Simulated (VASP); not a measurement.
Output of a VASP run:

File OSZICAR:
```
       N       E                     dE             d eps       ncg     rms          rms(c)
DAV:   1     0.104975991339E+03    0.10498E+03   -0.76860E+03  4752   0.128E+03
DAV:   2    -0.164274871515E+02   -0.12140E+03   -0.10929E+03  5060   0.401E+02
DAV:   3    -0.236960110573E+02   -0.72685E+01   -0.66804E+01  5908   0.790E+01
DAV:   4    -0.238892982754E+02   -0.19329E+00   -0.19112E+00  4952   0.130E+01
DAV:   5    -0.238915224313E+02   -0.22242E-02   -0.22263E-02  5644   0.117E+00    0.233E+01
DAV:   6    -0.228162642562E+02    0.10753E+01   -0.11494E+00  5076   0.994E+00    0.107E+01
DAV:   7    -0.224917887149E+02    0.32448E+00   -0.83856E-01  5432   0.838E+00    0.445E-01
DAV:   8    -0.224860586783E+02    0.57300E-02   -0.75433E-03  4880   0.726E-01    0.274E-01
DAV:   9    -0.224838919939E+02    0.21667E-02   -0.14333E-03  5140   0.459E-01    0.573E-02
DAV:  10    -0.224839332306E+02   -0.41237E-04   -0.63388E-05  5248   0.818E-02    0.105E-02
DAV:  11    -0.224838943424E+02    0.38888E-04   -0.65864E-06  4936   0.303E-02    0.107E-03
DAV:  12    -0.224838929566E+02    0.13858E-05   -0.15560E-07  4208   0.444E-03    0.938E-04
DAV:  13    -0.224838925542E+02    0.40238E-06   -0.10991E-08  2508   0.105E-03    0.215E-04
DAV:  14    -0.224838925184E+02    0.35800E-07   -0.26559E-09  2448   0.624E-04
   1 F= -.23674767E+02 E0= -.23674767E+02  d E =0.000000E+00
```

File OUTCAR:
```
------------------------ aborting loop because EDIFF is reached ----------------------------------------
 Edisp (eV)   -1.19087
  FORCE on cell =-STRESS in cart. coord.  units (eV):
  Direction    XX          YY          ZZ          XY          YZ          ZX
  --------------------------------------------------------------------------------------
  Total      -0.02563    -0.02563     0.02908     0.00000    -0.00000     0.00000
  in kB      -1.46738    -1.46738     1.66497     0.00000    -0.00000     0.00000
  external pressure =       -0.42 kB  Pullay stress =        0.00 kB
  volume of cell :       27.99
      direct lattice vectors                 reciprocal lattice vectors
     1.367730086 -2.368977645  0.000000000     0.365569205 -0.211061510  0.000000000
     1.367730086  2.368977645  0.000000000     0.365569205  0.211061510  0.000000000
     0.000000000  0.000000000  4.318522376     0.000000000  0.000000000  0.231560685
 POSITION                                       TOTAL-FORCE (eV/Angst)
 -----------------------------------------------------------------------------------
      1.36773      0.78966      1.07963        -0.000000      0.000000      0.000000
      1.36773     -0.78966      3.23889         0.000000      0.000000      0.000000
 -----------------------------------------------------------------------------------
    total drift:                                0.000000      0.000022     -0.000020
  FREE ENERGIE OF THE ION-ELECTRON SYSTEM (eV)
  ---------------------------------------------------
  free  energy   TOTEN  =       -23.6747673601 eV

  energy  without entropy=      -23.6747673601  energy(sigma->0) =      -23.67476736

 total charge

# of ion       s       p       d       tot
------------------------------------------
    1        0.665   0.793   6.028   7.486
    2        0.665   0.793   6.028   7.486
--------------------------------------------------
tot          1.331   1.586  12.055  14.972
```
(Selected blocks of OUTCAR.)

### POSCAR
```
Os
1
    1.3677300857    -2.3689776450     0.0000000000
    1.3677300857     2.3689776450     0.0000000000
   -0.0000000000     0.0000000000     4.3185223765
Os
2
Direct
  0.3333330000   0.6666670000   0.2500000000
  0.6666670000   0.3333330000   0.7500000000
```

Task: Write an INCAR and KPOINTS that could have produced this output.

Result: One answer among several that fit: the input of the run itself, PBE GGA with D3 dispersion (zero damping), plane waves, VASP's PBE PAW potentials (set 64).

INCAR:
```
ALGO  =  Normal
EDIFF  =  1E-7
ENCUT  =  520
GGA  =  PE
ISIF  =  2
ISMEAR  =  -5
IVDW  =  11
LASPH  =  .TRUE.
LCHARG  =  .TRUE.
LMAXMIX  =  6
LORBIT  =  11
LREAL  =  .FALSE.
LWAVE  =  .FALSE.
NEDOS  =  601
NELM  =  100
PREC  =  Accurate
SYSTEM  =  Os
```

KPOINTS:
```
K-points
0
G
 17 17 10
0 0 0
```

POTCAR, in this order: Os (PBE.64 set). Program: vasp_std.

For a metal the tetrahedron method with Blöchl corrections gives inexact stress and forces.

The compound is Os in the hcp structure. It was relaxed first.
